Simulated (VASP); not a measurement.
Data:

```yaml
crystal:
  lattice:
    - [3.83985, 0.00000, 0.00000]
    - [-1.91992, 3.32541, 0.00000]
    - [0.00000, 0.00000, 6.32896]
  atoms:
    - { symbol: Ga, position: [0.66667, 0.33333, 0.50006] }
    - { symbol: Ga, position: [0.33333, 0.66667, 0.00006] }
    - { symbol: P, position: [0.66667, 0.33333, 0.87394] }
    - { symbol: P, position: [0.33333, 0.66667, 0.37394] }
```

Level of theory: r2SCAN meta-GGA, VASP's PBE PAW potentials (set 64) (plane waves; VASP). Run with 400 eV cut-off, 8×8×4 Γ-centred mesh, tetrahedra with Blöchl corrections, potentials Ga_d P.

Task: Give the energies of bands 13 to 21 at the high-symmetry points, in eV from the valence-band maximum.

Result: 
```tsv
band	Γ	M	K	A	L	H
13	-6.98	-7.04	-6.31	-4.12	-6.93	-6.91
14	-1.30	-5.85	-6.31	-4.12	-6.93	-6.91
15	-1.30	-4.36	-4.87	-0.74	-2.27	-4.11
16	-0.19	-2.88	-3.24	-0.74	-2.27	-4.11
17	0.00	-2.55	-3.24	-0.74	-2.20	-1.83
18	0.00	-1.27	-2.99	-0.74	-2.20	-1.83
19	1.74	1.78	2.43	2.54	1.98	2.82
20	2.37	3.27	5.44	2.54	1.98	2.82
21	3.93	4.08	5.44	4.74	3.35	5.14
```

The gap is direct, 1.74 eV, from the valence maximum at Γ to the conduction minimum at Γ.

The structure comes from a computed database's GaP entry (P6_3mc); how it stands against other phases isn't given here. It was relaxed first.
